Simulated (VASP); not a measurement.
A run of VASP 6.6.1:

File INCAR:

```
SYSTEM = Rb3Na
PREC = Accurate ; ENCUT = 520
EDIFF = 1E-6 ; ISMEAR = -1
SIGMA = 0.05 ; LREAL = .False.
LASPH = .True. ; NELM = 100
ALGO = Normal ; ISIF = 2
LWAVE = .False. ; LCHARG = .False.
NBANDS = 25
```

Contents of KPOINTS:

```
Automatic mesh
0
Gamma
  3 3 3
  0 0 0
```

File POSCAR:

```
Rb3Na
1.0
    6.7606000000      0.0000000000      0.0000000000
    0.0000000000      6.7606000000      0.0000000000
    0.0000000000      0.0000000000      6.7606000000
Rb Na
3 1
Direct
    0.0000000000      0.5000000000      0.5000000000
    0.5000000000      0.0000000000      0.5000000000
    0.5000000000      0.5000000000      0.0000000000
    0.0000000000      0.0000000000      0.0000000000
```

Potentials or basis: VASP PAW LDA potentials, release 64 (Rb_sv, Na_pv).

The run is started by

```console
$ cat potpaw_LDA.64/Rb_sv/POTCAR potpaw_LDA.64/Na_pv/POTCAR > POTCAR
$ mpirun -np 1 vasp_std > vasp.out
```

Hardware: 1 thread of Intel(R) Xeon(R) 6975P-C (Granite Rapids), with other jobs on the host.

**Question.** Estimate the wall time of this run.

**Answer.** Wall time 16 s on 1 thread of Intel(R) Xeon(R) 6975P-C (Granite Rapids), with other jobs on the host, peak memory 0.27 GiB. Counts: scf iterations 11, k points 4.
